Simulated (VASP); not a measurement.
Computed with SCAN meta-GGA, VASP's PBE PAW potentials (set 64) (plane waves; VASP).

The input files of a VASP run:

### INCAR
```
# general
SYSTEM  = TiB2
PREC    = Accurate
ENCUT   = 520
LREAL   = .FALSE.
LASPH   = .TRUE.

# electronic loop
EDIFF   = 1E-6
NELM    = 100
ALGO    = Normal
LMAXMIX = 4
LMIXTAU = .TRUE.

# smearing
ISMEAR  = 1
SIGMA   = 0.1

# functional
METAGGA = SCAN

# ions
IBRION  = 2
NSW     = 60
ISIF    = 3
EDIFFG  = -0.02

# output
LWAVE   = .FALSE.
LCHARG  = .FALSE.
```

**POSCAR**
```
TiB2
1.0
  1.5103582643  -2.6160172778   0.0000000000
  1.5103582643   2.6160172778   0.0000000000
  0.0000000000   0.0000000000   3.1819276551
Ti B
1 2
Direct
  0.0000000000   1.0000000000   1.0000000000
  0.3333330000   0.6666670000   0.5000000000
  0.6666670000   0.3333330000   0.5000000000
```

### KPOINTS
```
K-points
0
gamma
 11 11 9
```

POTCAR, in this order: Ti_sv B (PBE.64 set). Program: vasp_std.

Output of the run:

OSZICAR:
```
...
DAV:  16    -0.342483223156E+02   -0.61204E-04   -0.12564E-03  2265   0.426E-01    0.354E-02
DAV:  17    -0.342483553627E+02   -0.33047E-04   -0.26409E-05  2468   0.621E-02    0.401E-02
DAV:  18    -0.342483934278E+02   -0.38065E-04   -0.50058E-06  2150   0.270E-02    0.323E-02
DAV:  19    -0.342485075477E+02   -0.11412E-03   -0.35695E-04  2085   0.240E-01    0.149E-02
DAV:  20    -0.342485339692E+02   -0.26421E-04   -0.66843E-05  2225   0.116E-01    0.126E-02
DAV:  21    -0.342485294519E+02    0.45173E-05   -0.27003E-06  2459   0.209E-02    0.117E-02
DAV:  22    -0.342485314861E+02   -0.20342E-05   -0.12973E-06  1685   0.173E-02    0.100E-02
DAV:  23    -0.342485694154E+02   -0.37929E-04   -0.67706E-07  1095   0.119E-02    0.454E-03
DAV:  24    -0.342485961378E+02   -0.26722E-04   -0.77601E-07  1070   0.122E-02    0.160E-03
DAV:  25    -0.342486003182E+02   -0.41804E-05   -0.23521E-07  1075   0.789E-03    0.161E-03
DAV:  26    -0.342486011229E+02   -0.80468E-06   -0.38188E-07  1070   0.882E-03
   1 F= -.34248601E+02 E0= -.34248390E+02  d E =-.342486E+02
       N       E                     dE             d eps       ncg     rms          rms(c)
DAV:   1    -0.343502077996E+02   -0.10161E+00   -0.28878E+00  2303   0.297E+01    0.309E+00
DAV:   2    -0.342616188015E+02    0.88589E-01   -0.60644E-01  2397   0.122E+01    0.807E-01
DAV:   3    -0.342522034791E+02    0.94153E-02   -0.58109E-02  2678   0.262E+00    0.335E-01
DAV:   4    -0.342520616294E+02    0.14185E-03   -0.16285E-02  2917   0.134E+00    0.136E-01
DAV:   5    -0.342541345370E+02   -0.20729E-02   -0.17422E-02  2335   0.140E+00    0.120E-01
DAV:   6    -0.342516915694E+02    0.24430E-02   -0.70871E-03  2090   0.979E-01    0.446E-02
DAV:   7    -0.342515822948E+02    0.10927E-03   -0.50148E-04  2570   0.224E-01    0.411E-02
DAV:   8    -0.342512819090E+02    0.30039E-03   -0.34973E-04  2266   0.227E-01    0.211E-02
DAV:   9    -0.342507235489E+02    0.55836E-03   -0.59435E-04  2080   0.304E-01    0.263E-02
DAV:  10    -0.342509909664E+02   -0.26742E-03   -0.11499E-04  2100   0.137E-01    0.276E-03
DAV:  11    -0.342509760395E+02    0.14927E-04   -0.44694E-06  2460   0.267E-02    0.233E-03
DAV:  12    -0.342509512937E+02    0.24746E-04   -0.90111E-06  2090   0.362E-02    0.199E-03
DAV:  13    -0.342509709669E+02   -0.19673E-04   -0.45688E-06  2080   0.312E-02    0.122E-03
DAV:  14    -0.342509623667E+02    0.86002E-05   -0.32784E-07  1040   0.810E-03    0.369E-04
DAV:  15    -0.342509604762E+02    0.18905E-05   -0.64305E-08  1040   0.334E-03    0.168E-04
DAV:  16    -0.342509634524E+02   -0.29762E-05   -0.11057E-07  1040   0.465E-03    0.224E-04
DAV:  17    -0.342509610732E+02    0.23792E-05   -0.30415E-08  1040   0.251E-03    0.302E-05
DAV:  18    -0.342509615739E+02   -0.50074E-06   -0.29815E-09  1040   0.844E-04
   2 F= -.34250962E+02 E0= -.34250834E+02  d E =-.236045E-02
       N       E                     dE             d eps       ncg     rms          rms(c)
DAV:   1    -0.342738228005E+02   -0.22862E-01   -0.68350E-01  2304   0.143E+01    0.149E+00
DAV:   2    -0.342543177631E+02    0.19505E-01   -0.12518E-01  2363   0.564E+00    0.399E-01
DAV:   3    -0.342514873204E+02    0.28304E-02   -0.13539E-02  2733   0.122E+00    0.154E-01
DAV:   4    -0.342522771410E+02   -0.78982E-03   -0.36414E-03  2671   0.666E-01    0.655E-02
DAV:   5    -0.342530184006E+02   -0.74126E-03   -0.51591E-03  2280   0.758E-01    0.587E-02
DAV:   6    -0.342530860664E+02   -0.67666E-04   -0.27746E-03  2095   0.590E-01    0.233E-02
DAV:   7    -0.342531725896E+02   -0.86523E-04   -0.16709E-04  2478   0.135E-01    0.209E-02
DAV:   8    -0.342533458822E+02   -0.17329E-03   -0.96829E-05  2180   0.123E-01    0.126E-02
DAV:   9    -0.342536186829E+02   -0.27280E-03   -0.16264E-04  2080   0.168E-01    0.113E-02
DAV:  10    -0.342535351256E+02    0.83557E-04   -0.22858E-05  2230   0.643E-02    0.169E-03
DAV:  11    -0.342535228836E+02    0.12242E-04   -0.12680E-06  1599   0.138E-02    0.157E-03
DAV:  12    -0.342535440698E+02   -0.21186E-04   -0.11860E-06  1377   0.136E-02    0.923E-04
DAV:  13    -0.342535371061E+02    0.69637E-05   -0.20506E-06  2075   0.200E-02    0.276E-04
DAV:  14    -0.342535371101E+02   -0.40216E-08   -0.38180E-08  1040   0.258E-03
   3 F= -.34253537E+02 E0= -.34253369E+02  d E =-.493599E-02
       N       E                     dE             d eps       ncg     rms          rms(c)
DAV:   1    -0.342581626042E+02   -0.46255E-02   -0.12181E-01  2304   0.607E+00    0.632E-01
DAV:   2    -0.342540554940E+02    0.41071E-02   -0.23732E-02  2374   0.244E+00    0.167E-01
DAV:   3    -0.342539013990E+02    0.15410E-03   -0.24223E-03  2690   0.526E-01    0.670E-02
DAV:   4    -0.342537225443E+02    0.17885E-03   -0.70266E-04  2771   0.287E-01    0.277E-02
DAV:   5    -0.342538259549E+02   -0.10341E-03   -0.98609E-04  2250   0.335E-01    0.253E-02
DAV:   6    -0.342535155717E+02    0.31038E-03   -0.49622E-04  2095   0.248E-01    0.968E-03
DAV:   7    -0.342534730741E+02    0.42498E-04   -0.27271E-05  2508   0.545E-02    0.868E-03
DAV:   8    -0.342534213626E+02    0.51712E-04   -0.20472E-05  2115   0.563E-02    0.519E-03
DAV:   9    -0.342532875432E+02    0.13382E-03   -0.39403E-05  2080   0.806E-02    0.507E-03
DAV:  10    -0.342533314420E+02   -0.43899E-04   -0.57746E-06  2140   0.326E-02    0.751E-04
DAV:  11    -0.342533342905E+02   -0.28485E-05   -0.23805E-07  1080   0.628E-03    0.648E-04
DAV:  12    -0.342533253157E+02    0.89748E-05   -0.24430E-07  1040   0.624E-03    0.483E-04
DAV:  13    -0.342533289704E+02   -0.36547E-05   -0.32857E-07  1040   0.809E-03    0.118E-04
DAV:  14    -0.342533290905E+02   -0.12006E-06   -0.99053E-09  1040   0.146E-03
   4 F= -.34253329E+02 E0= -.34253180E+02  d E =-.472797E-02
       N       E                     dE             d eps       ncg     rms          rms(c)
DAV:   1    -0.342592348340E+02   -0.59059E-02   -0.21688E-01  2200   0.802E+00    0.610E-01
DAV:   2    -0.342549350569E+02    0.42998E-02   -0.28262E-02  2230   0.246E+00    0.252E-01
DAV:   3    -0.342540437186E+02    0.89134E-03   -0.22479E-03  2384   0.577E-01    0.124E-01
DAV:   4    -0.342541960639E+02   -0.15235E-03   -0.96843E-04  3105   0.335E-01    0.404E-02
DAV:   5    -0.342540558638E+02    0.14020E-03   -0.12113E-03  2090   0.461E-01    0.182E-02
DAV:   6    -0.342543139749E+02   -0.25811E-03   -0.41507E-04  2080   0.269E-01    0.703E-03
DAV:   7    -0.342543522865E+02   -0.38312E-04   -0.54686E-05  2130   0.845E-02    0.596E-03
DAV:   8    -0.342543963824E+02   -0.44096E-04   -0.37720E-05  2080   0.713E-02    0.314E-03
DAV:   9    -0.342544786458E+02   -0.82263E-04   -0.17941E-05  2080   0.540E-02    0.135E-03
DAV:  10    -0.342544613754E+02    0.17270E-04   -0.49260E-06  2135   0.272E-02    0.401E-04
DAV:  11    -0.342544613001E+02    0.75330E-07   -0.31672E-07  1070   0.718E-03
   5 F= -.34254461E+02 E0= -.34254346E+02  d E =-.113221E-02
       N       E                     dE             d eps       ncg     rms          rms(c)
DAV:   1    -0.342548454694E+02   -0.38409E-03   -0.90868E-03  2210   0.164E+00    0.125E-01
DAV:   2    -0.342545806190E+02    0.26485E-03   -0.12120E-03  2251   0.511E-01    0.514E-02
DAV:   3    -0.342546496372E+02   -0.69018E-04   -0.95457E-05  2405   0.120E-01    0.255E-02
DAV:   4    -0.342545900413E+02    0.59596E-04   -0.41271E-05  3105   0.695E-02    0.814E-03
DAV:   5    -0.342546714993E+02   -0.81458E-04   -0.59779E-05  2095   0.102E-01    0.381E-03
DAV:   6    -0.342545772066E+02    0.94293E-04   -0.22826E-05  2080   0.616E-02    0.162E-03
DAV:   7    -0.342545676206E+02    0.95859E-05   -0.32630E-06  2100   0.210E-02    0.130E-03
DAV:   8    -0.342545594074E+02    0.82132E-05   -0.20542E-06  2048   0.168E-02    0.741E-04
DAV:   9    -0.342545389379E+02    0.20470E-04   -0.74934E-07  1070   0.115E-02    0.250E-04
DAV:  10    -0.342545424837E+02   -0.35458E-05   -0.24556E-07  1040   0.581E-03    0.142E-04
DAV:  11    -0.342545431173E+02   -0.63363E-06   -0.11897E-08  1040   0.132E-03
   6 F= -.34254543E+02 E0= -.34254424E+02  d E =-.121403E-02
```

**OUTCAR**
```
------------------------ aborting loop because EDIFF is reached ----------------------------------------
  FORCE on cell =-STRESS in cart. coord.  units (eV):
  Direction    XX          YY          ZZ          XY          YZ          ZX
  --------------------------------------------------------------------------------------
  Total        0.0401812      0.0401812     -0.0193942      0.0000000     -0.0000000      0.0000000
  in kB        2.5232994      2.5232995     -1.2179136      0.0000000     -0.0000000      0.0000000
  external PRESSURE =       1.2762284 kB  Pullay stress =       0.0000000 kB
  volume of cell :       25.51
      direct lattice vectors                 reciprocal lattice vectors
     1.509408749 -2.614372669  0.000000000     0.331255533 -0.191250469 -0.000000000
     1.509408749  2.614372669 -0.000000000     0.331255533  0.191250469 -0.000000000
     0.000000000  0.000000000  3.232666215    -0.000000000  0.000000000  0.309342176
 POSITION                                       TOTAL-FORCE (eV/Angst)
 -----------------------------------------------------------------------------------
      1.50941      2.61437     -0.00000         0.000000     -0.000000      0.000000
      1.50941      0.87146      1.61633         0.000000      0.000000      0.000000
      1.50941     -0.87146      1.61633        -0.000000     -0.000000     -0.000000
 -----------------------------------------------------------------------------------
    total drift:                                0.000000      0.000000      0.000000
  FREE ENERGIE OF THE ION-ELECTRON SYSTEM (eV)
  ---------------------------------------------------
  free  energy   TOTEN  =       -34.2545431173 eV

  energy  without entropy=      -34.2541857590  energy(sigma->0) =      -34.25442400

 reached required accuracy - stopping structural energy minimisation
```
(Selected blocks of OUTCAR.)

File CONTCAR:
```
TiB2
   1.00000000000000
     1.5094087492055717   -2.6143726693628073    0.0000000000000000
     1.5094087492055717    2.6143726693628073   -0.0000000000000000
     0.0000000000000000    0.0000000000000000    3.2326662152182934
  Ti              B
     1     2
Direct
     0.0000000000000000    1.0000000000000000    0.0000000000000000
     0.3333330000000032    0.6666669999999968    0.5000000000000000
     0.6666669999999968    0.3333330000000032    0.5000000000000000
```

The compound is TiB2 in the AlB2 type structure. This run relaxes it. Symmetry was kept, so distortions that lower it aren't found.
